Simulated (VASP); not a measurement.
Input:

```
MgS
1.0
    4.03034     0.00000     0.00000
   -2.01517     3.49037     0.00000
    0.00000     0.00000     6.42362
Mg S
2 2
Direct
  0.66667   0.33333   0.00380
  0.33333   0.66667   0.50380
  0.66667   0.33333   0.62140
  0.33333   0.66667   0.12140
```

Calculation: r2SCAN meta-GGA, VASP's PBE PAW potentials (set 64) (plane waves; VASP). Numerical set-up: 400 eV cut-off, 7×7×4 Γ-centred mesh, tetrahedra with Blöchl corrections, potentials Mg S.

Give the energies of bands 3 to 11 at the high-symmetry points, in eV from the valence-band maximum.

```tsv
band	Γ	M	K	A	L	H
3	-3.26	-3.03	-2.52	-1.91	-3.13	-2.80
4	-0.58	-2.44	-2.27	-1.91	-3.13	-2.80
5	-0.58	-1.90	-2.27	-0.38	-0.91	-2.03
6	-0.15	-1.27	-1.38	-0.38	-0.91	-2.03
7	-0.15	-0.94	-1.36	-0.38	-0.81	-0.53
8	0.00	-0.47	-1.36	-0.38	-0.81	-0.53
9	4.13	5.26	5.27	5.59	5.17	6.43
10	5.37	5.70	7.55	5.59	5.17	6.43
11	8.10	6.45	8.03	8.23	6.92	6.88
```

The gap is direct, 4.13 eV, from the valence maximum at Γ to the conduction minimum at Γ.

The structure was generated: MgS was put into the wurtzite type (P6_3mc), which need not be its known phase. It was relaxed first.
